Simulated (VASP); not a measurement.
Computed with PBE GGA with D3 dispersion (Becke-Johnson damping), VASP's PBE PAW potentials (set 64) (plane waves; VASP).

Input for VASP

### KPOINTS
```
Automatic mesh
0
Gamma
9 9 9
0 0 0
```

**INCAR**
```
EDIFF = 1E-7   ! SCF stop (eV)
LREAL = .FALSE.   ! projection in real space or not
IVDW = 12   ! D3, Becke-Johnson
ISMEAR = 0
ENCUT = 520
NELM = 100   ! most electronic steps
ALGO = Normal   ! blocked Davidson
GGA = PE   ! PBE
LASPH = .TRUE.
SIGMA = 0.05
ISIF = 2   ! forces and stress, cell fixed
SYSTEM = LiCl
LWAVE = .FALSE.
PREC = Accurate
LCHARG = .FALSE.
```

### POSCAR
```
LiCl
4.9302520
  0.0000000000   0.4999999575   0.4999999575
  0.4999999575   0.0000000000   0.4999999575
  0.4999999575   0.4999999575   0.0000000000
Li Cl
1 1
Direct
  1.0000000000   0.0000000000   0.0000000000
  0.5000000000   0.5000000000   0.5000000000
```

POTCAR, in this order: Li_sv Cl (PBE.64 set). Program: vasp_std.

Problem. What will the output report for the number of irreducible k-points (NKPTS), largest plane-wave count, number of space-group operations, FFT grid (NGX, NGY, NGZ)?

Solution. 
| Quantity | Result |
|---|---|
| number of irreducible k-points (NKPTS) | 35 |
| largest plane-wave count | 869 |
| number of space-group operations | 48 |
| FFT grid (NGX, NGY, NGZ) | 28 × 28 × 28 |

The compound is LiCl in the rock salt structure. This cell is one point of a volume scan, at 0.94 of the reference volume.
